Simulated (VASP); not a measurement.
# Ni (fcc): computed properties

Level of theory: PBEsol GGA, VASP's PBE PAW potentials (set 64) (plane waves; VASP 6.6.1).

```
Quantity                                                                                               Result
----------------------------------  -------------------------------------------------------------------------
space group                                                                                       Fm-3m (225)
cell                                a = 3.458 Å, b = 3.458 Å, c = 3.458 Å, α = 90.00°, β = 90.00°, γ = 90.00°
volume per atom                                                                                 10.33 Å³/atom
band gap (over mesh and band path)                                   none (metal, semimetal or under 0.01 eV)
cell moment                                                                                           0.60 μB
Hill bulk modulus                                                                                     231 GPa
Hill shear modulus                                                                                  1090 kbar
Poisson's ratio                                                                                         0.296
band gap with spin-orbit coupling                                                             none (metallic)
density                                                                                            9.43 g/cm³
C11                                                                                                   321 GPa
C12                                                                                                   186 GPa
C44                                                                                                   150 GPa
```

```yaml
crystal:
  lattice:
    - [0.00000, 1.72881, 1.72881]
    - [1.72881, 0.00000, 1.72881]
    - [1.72881, 1.72881, 0.00000]
  atoms:
    - { symbol: Ni, position: [0.00000, 0.00000, 0.00000], spin: 0.6 }
```

Measured: a 3.508 Å at 0 K (computed value off by -1.4 %), as given by Daniel Mejia-Rodriguez et al., Physical Review B (2018), arXiv:1807.09216 [static lattice: zero-point anharmonic expansion removed]. Finite-difference elastic constants of metals are sensitive to mesh and smearing; shear constants can be off by tens of GPa.

The compound is Ni in the fcc structure. It was relaxed first, which changed the volume by -5 %. Symmetry was kept, so distortions that lower it aren't found.
